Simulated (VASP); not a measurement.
OSZICAR of a VASP run on MgS (rock salt):

**OSZICAR**
```
       N       E                     dE             d eps       ncg     rms          rms(c)
DAV:   1     0.208235771060E+02    0.20824E+02   -0.37699E+03   592   0.809E+02
DAV:   2    -0.908894321979E+01   -0.29913E+02   -0.27705E+02   752   0.103E+02
DAV:   3    -0.100124229502E+02   -0.92348E+00   -0.92348E+00   704   0.250E+01
DAV:   4    -0.100157225733E+02   -0.32996E-02   -0.32996E-02   872   0.168E+00
DAV:   5    -0.100157282306E+02   -0.56573E-05   -0.56573E-05   736   0.582E-02    0.449E+00
DAV:   6    -0.963964683656E+01    0.37608E+00   -0.98421E-01   576   0.481E+00    0.344E+00
DAV:   7    -0.959038699305E+01    0.49260E-01   -0.20903E-01   736   0.231E+00    0.218E+00
DAV:   8    -0.958542765764E+01    0.49593E-02   -0.10084E-02   672   0.761E-01    0.794E-01
DAV:   9    -0.958520478891E+01    0.22287E-03   -0.57044E-04   688   0.170E-01    0.251E-01
DAV:  10    -0.958519749825E+01    0.72907E-05   -0.24990E-05   784   0.313E-02    0.836E-02
DAV:  11    -0.958519690447E+01    0.59378E-06   -0.50998E-06   752   0.134E-02    0.161E-02
DAV:  12    -0.958519688858E+01    0.15891E-07   -0.94906E-08   536   0.210E-03
   1 F= -.95851969E+01 E0= -.95851969E+01  d E =-.752230E-15
```

Q: Which electronic solver shows in the log?

A: It is blocked Davidson (ALGO = Normal, or the opening steps of other solvers). The INCAR had ALGO = Normal.

Q: Can the final energy be trusted as converged?

A: The run converged. It stopped with EDIFF = 1E-7, NELM = 100 (LDA (Ceperley-Alder, Perdew-Zunger), plane waves, VASP's LDA PAW potentials (set 64)).

The compound is MgS in the rock salt structure. This cell is one point of a volume scan, at 1.03 of the reference volume.
